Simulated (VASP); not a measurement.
Level of theory: PBE GGA with D3 dispersion (zero damping), VASP's PBE PAW potentials (set 64) (plane waves; VASP).

VASP input:

### POSCAR
```
RuAl
1
    3.0298780000     0.0000000000     0.0000000000
    0.0000000000     2.9250070000     0.0000000000
    0.0000000000     0.0000000000     2.9161720000
Al Ru
1 1
Direct
  0.5000000000   0.5000000000   0.5000000000
  0.0314700000   0.0000000000   0.0000000000
```

**INCAR**
```
SYSTEM=RuAl
PREC=Accurate; ENCUT=400; LREAL=F
LASPH=T
EDIFF=1E-6; NELM=100; ALGO=Normal
LMAXMIX=4
ISMEAR=1; SIGMA=0.1
GGA=PE; IVDW=11
ISIF=2
LWAVE=F; LCHARG=F
```

**KPOINTS**
```
Automatic mesh
0
Gamma
11 11 11
0 0 0
```

POTCAR, in this order: Al Ru_pv (PBE.64 set). Program: vasp_std.

The run wrote:

**OUTCAR**
```
 ion  position               nearest neighbor table
   1  0.500  0.500  0.500-   2 2.51   2 2.51   2 2.51   2 2.51   2 2.62   2 2.62   2 2.62   2 2.62
  LATTYP: Found a simple orthorhombic cell.
 ALAT       =     2.9161720000
 B/A-ratio  =     1.0030296567
 C/A-ratio  =     1.0389915272
 Subroutine PRICEL returns:
 Original cell was already a primitive cell.
 Subroutine GETGRP returns: Found  4 space group operations
The static configuration has the point symmetry C_2v.
The dynamic configuration has the point symmetry C_2v.
 Subroutine INISYM returns: Found  4 space group operations
 Subroutine IBZKPT returns following result:
 Found    216 irreducible k-points:

 Following reciprocal coordinates:
            Coordinates               Weight
  0.000000  0.000000  0.000000      1.000000
  0.090909  0.000000  0.000000      2.000000
  0.181818  0.000000  0.000000      2.000000
  0.272727  0.000000  0.000000      2.000000
  0.363636  0.000000  0.000000      2.000000
  0.454545  0.000000  0.000000      2.000000
  0.000000  0.090909  0.000000      2.000000
  0.090909  0.090909  0.000000      4.000000
  0.181818  0.090909  0.000000      4.000000
  0.272727  0.090909  0.000000      4.000000
  0.363636  0.090909  0.000000      4.000000
  0.454545  0.090909  0.000000      4.000000
  0.000000  0.181818  0.000000      2.000000
  0.090909  0.181818  0.000000      4.000000
  0.181818  0.181818  0.000000      4.000000
  0.272727  0.181818  0.000000      4.000000
  0.363636  0.181818  0.000000      4.000000
  0.454545  0.181818  0.000000      4.000000
  0.000000  0.272727  0.000000      2.000000
  0.090909  0.272727  0.000000      4.000000
  0.181818  0.272727  0.000000      4.000000
  0.272727  0.272727  0.000000      4.000000
  0.363636  0.272727  0.000000      4.000000
...
```

**OSZICAR**
```
       N       E                     dE             d eps       ncg     rms          rms(c)
DAV:   1     0.888571422433E+02    0.88857E+02   -0.81603E+03  5312   0.109E+03
DAV:   2    -0.131308197203E+02   -0.10199E+03   -0.98000E+02  5680   0.309E+02
DAV:   3    -0.148147155167E+02   -0.16839E+01   -0.16547E+01  6136   0.411E+01
DAV:   4    -0.148310767984E+02   -0.16361E-01   -0.16351E-01  6048   0.406E+00
DAV:   5    -0.148314862360E+02   -0.40944E-03   -0.40943E-03  6360   0.556E-01    0.132E+01
DAV:   6    -0.142292524359E+02    0.60223E+00   -0.35271E+00  5432   0.216E+01    0.251E+00
DAV:   7    -0.141663502478E+02    0.62902E-01   -0.24277E-01  5452   0.589E+00    0.227E+00
DAV:   8    -0.141524477899E+02    0.13902E-01   -0.16324E-02  5812   0.121E+00    0.219E-01
DAV:   9    -0.141523225431E+02    0.12525E-03   -0.37251E-04  6124   0.212E-01    0.131E-01
DAV:  10    -0.141523147817E+02    0.77614E-05   -0.61356E-05  5900   0.854E-02    0.299E-02
DAV:  11    -0.141523134330E+02    0.13487E-05   -0.77926E-06  5912   0.367E-02    0.612E-03
DAV:  12    -0.141523134242E+02    0.87744E-08   -0.33031E-07  2908   0.729E-03
   1 F= -.15008255E+02 E0= -.15008018E+02  d E =-.710019E-03
```

File OUTCAR:
```
------------------------ aborting loop because EDIFF is reached ----------------------------------------
 Edisp (eV)   -0.85594
  FORCE on cell =-STRESS in cart. coord.  units (eV):
  Direction    XX          YY          ZZ          XY          YZ          ZX
  --------------------------------------------------------------------------------------
  Total      -0.08480     1.01890     1.10651     0.00000     0.00000     0.00000
  in kB      -5.25677    63.16491    68.59638     0.00000     0.00000     0.00000
  external pressure =       42.17 kB  Pullay stress =        0.00 kB
  volume of cell :       25.84
      direct lattice vectors                 reciprocal lattice vectors
     3.029878000  0.000000000  0.000000000     0.330046292  0.000000000  0.000000000
     0.000000000  2.925007000  0.000000000     0.000000000  0.341879524  0.000000000
     0.000000000  0.000000000  2.916172000     0.000000000  0.000000000  0.342915301
 POSITION                                       TOTAL-FORCE (eV/Angst)
 -----------------------------------------------------------------------------------
      1.51494      1.46250      1.45809         0.878979      0.000000      0.000000
      0.09535      0.00000      0.00000        -0.878979      0.000000      0.000000
 -----------------------------------------------------------------------------------
    total drift:                                0.000228      0.000000      0.000003
  FREE ENERGIE OF THE ION-ELECTRON SYSTEM (eV)
  ---------------------------------------------------
  free  energy   TOTEN  =       -15.0082548843 eV

  energy  without entropy=      -15.0075448648  energy(sigma->0) =      -15.00801821
```
(Selected blocks of OUTCAR.)

The compound is RuAl in the CsCl type structure. The cell was not relaxed at this level, atoms are displaced from their ideal sites. The run is one of a series of settings (IVDW = 11 against the base run), some of them coarse on purpose. The electron count is odd and the run is not spin-polarised, which forces a metal.
